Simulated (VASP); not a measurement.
Input:

```yaml
crystal:
  lattice:
    - [2.07856, -3.60017, 0.00000]
    - [2.07856, 3.60017, 0.00000]
    - [0.00000, 0.00000, 6.92874]
  atoms:
    - { symbol: Mg, position: [0.00000, 0.00000, 0.00000] }
    - { symbol: I, position: [0.33333, 0.66667, 0.24250] }
    - { symbol: I, position: [0.66667, 0.33333, 0.75750] }
```

Calculation: PBE GGA with D3 dispersion (zero damping), VASP's PBE PAW potentials (set 64) (plane waves; VASP). Numerical set-up: 520 eV cut-off, 7×7×4 Γ-centred mesh, tetrahedra with Blöchl corrections, potentials Mg I.

The cores are frozen, which limits the accuracy of field gradients.

### Question
Give the principal components of the electric field gradient (V/Å²) and the asymmetry η at each nucleus.

### Answer

```
atom   Vxx   Vyy    Vzz     η
----  ----  ----  -----  ----
Mg1    0.0   0.0    0.1     -
I2    20.2  20.2  -40.4  0.00
I3    20.2  20.2  -40.4  0.00
```

The compound is MgI2 in the 1T layered structure. It was relaxed first.
